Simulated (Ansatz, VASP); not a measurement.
## Be2Si: VASP beside Ansatz

File INCAR:

```
ALGO = Normal ; DIPOL = 0.5 0.5 0.500
EDIFF = 1E-6 ; ENCUT = 520
GGA = PE ; IDIPOL = 3
ISIF = 2 ; ISMEAR = 0
IVDW = 12 ; LASPH = True
LCHARG = False ; LDIPOL = True
LREAL = False ; LWAVE = False
NBANDS = 17 ; NELM = 100
PREC = Accurate ; SIGMA = 0.1
```

Contents of KPOINTS:

```
k-points
0
Gamma
  6 6 1
```

Contents of POSCAR:

```
Be2Si
1.0
    3.7736951000      0.0000000000      0.0000000000
   -1.8868475500      3.2681160000      0.0000000000
    0.0000000000      0.0000000000     19.0000000000
Be Si
4 2
Direct
    0.0000000000      0.0000000000      0.4147368400
    0.3333333300      0.6666666700      0.3775805200
    0.6666666700      0.3333333300      0.5852631600
    0.3333333300      0.6666666700      0.6224194800
    0.6666666700      0.3333333300      0.4024024800
    0.0000000000      0.0000000000      0.5975975200
```

Input for Ansatz:

```yaml
crystal:
  lattice:
    - [3.7736951, 0.0, 0.0]
    - [-1.88684755, 3.268116, 0.0]
    - [0.0, 0.0, 19.0]
  atoms:
    - { symbol: Be, position: [0.0, 0.0, 0.41473684] }
    - { symbol: Be, position: [0.33333333, 0.66666667, 0.37758052] }
    - { symbol: Be, position: [0.66666667, 0.33333333, 0.58526316] }
    - { symbol: Be, position: [0.33333333, 0.66666667, 0.62241948] }
    - { symbol: Si, position: [0.66666667, 0.33333333, 0.40240248] }
    - { symbol: Si, position: [0.0, 0.0, 0.59759752] }
  periodic: [true, true, false]
basis:
  ecutwfc: 420
kpoints:
  mp_grid: { grid: [6, 6, 1] }
hamiltonian:
  xc: pbe
  dispersion: d3bj
scf:
  occupations: { method: gaussian, width: 0.1 }
  lower_state_search: "off"
output:
  forces: true
  stress: true
  eigenvalues: true
```

Alike in both runs: task single point; functional PBE; dispersion D3(BJ); k mesh 6 × 6 × 1; occupations gaussian, width 0.1 eV; no spin polarisation.

|  | VASP | Ansatz |
| --- | --- | --- |
| version | VASP 6.6.1 | Ansatz 0.2.0 |
| potentials or method | VASP PAW PBE potentials, release 64 (Be, Si) | scalar-relativistic, plane waves, PAW |
| plane-wave cutoff (eV) | 520 | 420 |
| valence electrons in the cell | 16 | 16 |

```csv
,VASP,Ansatz,Ansatz less VASP
gap on the k mesh at the Fermi level (eV),0.47,0.47,-0.002
least direct gap on the mesh (eV),0.55,0.55,+0.005
rms of the force components (eV/Å),0.145,0.146,+0.0011
```

Atom by atom the forces differ by 0.001 eV/Å (rms over components). With one functional, cell and mesh, what is left measures potentials, basis and numerics. Ansatz warned: «slab_cell_height_set».

A hybrid or GW would open this gap; PBE tends to underestimate it.
